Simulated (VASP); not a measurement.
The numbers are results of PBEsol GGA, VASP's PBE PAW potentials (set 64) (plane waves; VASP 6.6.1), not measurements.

VASP ran on this input.

**KPOINTS**
```
Automatic mesh
0
Gamma
6 6 11
0 0 0
```

### POSCAR
```
Sc3ZrN4
1.0
  0.0015446719   4.4911220792   4.4871529240
  4.4911220792   0.0015446719   4.4871529240
  2.2463333755   2.2463333755   0.0000000000
Zr N Sc
1 4 3
Cart
  2.2463333755   2.2463333755   0.0000000000
  2.2463333755   2.2463333755   2.2359336730
  4.4962377199   2.2427624067   4.4871529240
  2.2427624067   4.4962377199   4.4871529240
  4.4926667511   4.4926667511   6.7383721750
  4.4918944151   2.2471057114   2.2435764620
  2.2471057114   4.4918944151   2.2435764620
  4.4926667510   4.4926667510   4.4871529240
```

**INCAR**
```
ALGO=Normal
EDIFF=1E-6
EDIFFG=-0.02
ENCUT=520
GGA=PS
IBRION=2
ISIF=3
ISMEAR=1
LASPH=.TRUE.
LCHARG=.FALSE.
LMAXMIX=4
LREAL=.FALSE.
LWAVE=.FALSE.
NELM=100
NSW=60
PREC=Accurate
SIGMA=0.1
SYSTEM=Sc3ZrN4
```

POTCAR, in this order: Zr_sv N Sc_sv (PBE.64 set). Program: vasp_std.

The run wrote:

File OUTCAR:
```
 ion  position               nearest neighbor table
   1  0.000  0.000  0.000-   2 2.24   5 2.24   4 2.24   3 2.24   3 2.24   4 2.24   6 3.17   7 3.17
                             6 3.17   7 3.17   6 3.17   6 3.17   7 3.17   7 3.17   8 3.17   8 3.17
   2  0.249  0.249  0.502-   1 2.24   6 2.25   7 2.25   6 2.25   7 2.25   8 2.25
   3  0.249  0.751  0.500-   1 2.24   1 2.24   6 2.24   7 2.24   8 2.25   8 2.25
   4  0.751  0.249  0.500-   1 2.24   1 2.24   7 2.24   6 2.24   8 2.25   8 2.25
   5  0.751  0.751  0.498-   1 2.24   7 2.25   6 2.25   6 2.25   7 2.25   8 2.25
   6  0.000  0.500  0.000-   4 2.24   3 2.24   2 2.25   5 2.25   2 2.25   5 2.25   1 3.17   8 3.17
                             1 3.17   8 3.17   1 3.17   1 3.17   8 3.17   8 3.17   7 3.17   7 3.17
   7  0.500  0.000  0.000-   3 2.24   4 2.24   2 2.25   5 2.25   2 2.25   5 2.25   1 3.17   8 3.17
                             8 3.17   1 3.17   1 3.17   8 3.17   8 3.17   1 3.17   6 3.17   6 3.17
   8  0.500  0.500  0.000-   3 2.25   4 2.25   3 2.25   4 2.25   2 2.25   5 2.25   6 3.17   7 3.17
                             7 3.17   6 3.17   7 3.17   7 3.17   6 3.17   6 3.17   1 3.17   1 3.17
  LATTYP: Found a base centered orthorhombic cell.
 ALAT       =     6.3492212587
 B/A-ratio  =     1.4134498519
 C/A-ratio  =     0.5003440573
 Subroutine PRICEL returns:
 Original cell was already a primitive cell.
 Subroutine GETGRP returns: Found  8 space group operations
The static configuration has the point symmetry D_2h.
The dynamic configuration has the point symmetry D_2h.
 Subroutine INISYM returns: Found  8 space group operations
 Subroutine IBZKPT returns following result:
 Found    118 irreducible k-points:
...
```

### OSZICAR
```
       N       E                     dE             d eps       ncg     rms          rms(c)
DAV:   1     0.115332557429E+04    0.11533E+04   -0.30373E+04  9204   0.187E+03
DAV:   2     0.103251490002E+03   -0.10501E+04   -0.10322E+04 11260   0.697E+02
DAV:   3    -0.798008047635E+02   -0.18305E+03   -0.17471E+03 15399   0.281E+02
DAV:   4    -0.954024920007E+02   -0.15602E+02   -0.15424E+02 15824   0.824E+01
DAV:   5    -0.961111345782E+02   -0.70864E+00   -0.70422E+00 16496   0.211E+01    0.363E+01
DAV:   6    -0.805966625021E+02    0.15514E+02   -0.10391E+02 14665   0.609E+01    0.167E+01
DAV:   7    -0.800777136411E+02    0.51895E+00   -0.70072E+00 16184   0.175E+01    0.100E+01
DAV:   8    -0.799196523223E+02    0.15806E+00   -0.99914E-01 14000   0.105E+01    0.126E+00
DAV:   9    -0.798997043640E+02    0.19948E-01   -0.10434E-01 15264   0.277E+00    0.580E-01
DAV:  10    -0.798994316660E+02    0.27270E-03   -0.30126E-02 15128   0.136E+00    0.319E-01
DAV:  11    -0.798991190397E+02    0.31263E-03   -0.42879E-03 14480   0.577E-01    0.161E-01
DAV:  12    -0.798991106080E+02    0.84317E-05   -0.67154E-04 15864   0.236E-01    0.490E-02
DAV:  13    -0.798991112479E+02   -0.63990E-06   -0.16104E-04 16264   0.118E-01    0.265E-02
DAV:  14    -0.798991086204E+02    0.26276E-05   -0.24010E-05 16960   0.387E-02    0.131E-02
DAV:  15    -0.798991069897E+02    0.16306E-05   -0.44194E-06  9936   0.154E-02    0.669E-03
DAV:  16    -0.798991065232E+02    0.46650E-06   -0.63150E-07  7059   0.109E-02
   1 F= -.79899107E+02 E0= -.79899026E+02  d E =-.798991E+02
       N       E                     dE             d eps       ncg     rms          rms(c)
DAV:   1    -0.799006452424E+02   -0.15383E-02   -0.79312E-02 13445   0.294E+00    0.359E-01
DAV:   2    -0.798995698210E+02    0.10754E-02   -0.39821E-03 15217   0.669E-01    0.141E-01
DAV:   3    -0.798991958338E+02    0.37399E-03   -0.11061E-03 13768   0.249E-01    0.519E-02
DAV:   4    -0.798991874706E+02    0.83632E-05   -0.16783E-04 16472   0.104E-01    0.371E-02
DAV:   5    -0.798991853224E+02    0.21483E-05   -0.12964E-05 14600   0.285E-02    0.157E-02
DAV:   6    -0.798991828030E+02    0.25193E-05   -0.54122E-06 11705   0.197E-02    0.391E-03
DAV:   7    -0.798991824817E+02    0.32134E-06   -0.84830E-07  6946   0.102E-02
   2 F= -.79899182E+02 E0= -.79899110E+02  d E =-.759585E-04
```

### OUTCAR
```
------------------------ aborting loop because EDIFF is reached ----------------------------------------
  FORCE on cell =-STRESS in cart. coord.  units (eV):
  Direction    XX          YY          ZZ          XY          YZ          ZX
  --------------------------------------------------------------------------------------
  Total       -0.1076760     -0.1076760     -0.1419419      0.0001896     -0.0000000     -0.0000000
  in kB       -1.9028230     -1.9028230     -2.5083597      0.0033506     -0.0000000     -0.0000000
  external PRESSURE =      -2.1046686 kB  Pullay stress =       0.0000000 kB
  volume of cell :       90.66
      direct lattice vectors                 reciprocal lattice vectors
     0.001035849  4.491952513  4.493254274    -0.111335845  0.111335845  0.111277922
     4.491952513  0.001035849  4.493254274     0.111335845 -0.111335845  0.111277922
     2.246494181  2.246494181  0.000000000     0.222569016  0.222569016 -0.222555845
 POSITION                                       TOTAL-FORCE (eV/Angst)
 -----------------------------------------------------------------------------------
      2.24753      6.73845      4.49325         0.000000      0.000000      0.000000
      2.24649      2.24649      2.23793        -0.000000     -0.000000     -0.013931
      4.49699      2.24250      4.49325         0.000041     -0.000041     -0.000000
      2.24250      4.49699      4.49325        -0.000041      0.000041      0.000000
      4.49299      4.49299      6.74857         0.000000      0.000000      0.013931
      4.49351      6.73896      6.73988         0.000000      0.000000     -0.000000
      2.24701      4.49247      2.24663        -0.000000      0.000000      0.000000
      4.49299      4.49299      4.49325         0.000000      0.000000      0.000000
 -----------------------------------------------------------------------------------
    total drift:                                0.000000     -0.000000      0.000000
  FREE ENERGIE OF THE ION-ELECTRON SYSTEM (eV)
  ---------------------------------------------------
  free  energy   TOTEN  =       -79.8991824817 eV

  energy  without entropy=      -79.8989664466  energy(sigma->0) =      -79.89911047

 reached required accuracy - stopping structural energy minimisation
```
(Selected blocks of OUTCAR.)

**CONTCAR**
```
Sc3ZrN4
   1.00000000000000
     0.0010358487389715    4.4919525132093936    4.4932542737600212
     4.4919525132093936    0.0010358487389715    4.4932542737600212
     2.2464941809241101    2.2464941809241101    0.0000000000000681
  Zr              N               Sc
     1     4     3
Direct
     1.0000000000000000    0.0000000000000000    1.0000000000000000
     0.2490326093783456    0.2490326093783456    0.5019347812433087
     0.2489943751980856    0.7510056248019144    0.5000000000000000
     0.7510056248019144    0.2489943751980856    0.5000000000000000
     0.7509673906216544    0.7509673906216544    0.4980652187566913
     1.0000000000000000    0.5000000000000000    1.0000000000000000
     0.5000000000000000    0.0000000000000000    1.0000000000000000
     0.5000000000000000    0.5000000000000000    1.0000000000000000
```

The structure was generated: Sc3ZrN4 was put into an ordered model structure (Cmmm), which need not be its known phase. This run relaxes it. Symmetry was kept, so distortions that lower it aren't found. The start is the result of an earlier pass. The electron count is odd and the run is not spin-polarised, which forces a metal.
